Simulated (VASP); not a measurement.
Wanted: the native input for a VASP 6.6.1 run.

* Task: single point
* Functional: PBE
* Potentials or basis: VASP PAW PBE potentials, release 64 (Pb_d, Br, Y_sv, Cs_sv)
* Cutoff: 520 eV
* k mesh: 3 × 3 × 3
* Occupations: methfessel-paxton, width 0.0175 eV
* Spin: no spin polarisation
* Dipole correction: no
* Further INCAR settings: ALGO = Fast; EDIFF = 1e-06; NBANDS = 54

The structure of Cs2YPbBr6 lies in POSCAR:

```
Cs2YPbBr6
1.0
    0.0000000000      5.7075430000      5.7075430000
    5.7075430000      0.0000000000      5.7075430000
    5.7075430000      5.7075430000      0.0000000000
Pb Br Y Cs
1 6 1 2
Direct
    0.5000000000      0.5000000000      0.5000000000
    0.7554000000      0.2446000000      0.2446000000
    0.2446000000      0.7554000000      0.2446000000
    0.2446000000      0.7554000000      0.7554000000
    0.7554000000      0.2446000000      0.7554000000
    0.2446000000      0.2446000000      0.7554000000
    0.7554000000      0.7554000000      0.2446000000
    0.0000000000      0.0000000000      0.0000000000
    0.2500000000      0.2500000000      0.2500000000
    0.7500000000      0.7500000000      0.7500000000
```

The cell was built by a generator and needn't be a form met in nature.

These files were run (other wordings do the same):

INCAR

```
SYSTEM = Cs2YPbBr6
  PREC = Accurate
  ENCUT = 520
  EDIFF = 1E-6
  ISMEAR = 1
  SIGMA = 0.0175
  LREAL = .FALSE.
  LASPH = .TRUE.
  NELM = 100
  ALGO = Fast
  ISIF = 2
  LWAVE = .FALSE.
  LCHARG = .FALSE.
  GGA = PE
  NBANDS = 54
```

KPOINTS

```
Automatic mesh
0
G
  3 3 3
  0 0 0
```

Potentials or basis: VASP PAW PBE potentials, release 64 (Pb_d, Br, Y_sv, Cs_sv).

The run is started by

```sh
$ cat potpaw_PBE.64/Pb_d/POTCAR potpaw_PBE.64/Br/POTCAR potpaw_PBE.64/Y_sv/POTCAR potpaw_PBE.64/Cs_sv/POTCAR > POTCAR
$ mpirun -np 1 vasp_std > vasp.out
```

Results of the run:

```yaml
Pressure: 2.7 GPa
Largest_force: 0.457 eV/Å
Band_gap_on_the_k_mesh: none (metal or under the smearing width)
```

Caveat: an odd number of electrons without spin polarisation forces a metal; a magnetic or distorted state may lie lower.

Wall time 9.5 min on 1 thread of AMD EPYC 7R43 64-Core Processor (Zen 3) (shared host), peak memory 0.52 GiB.
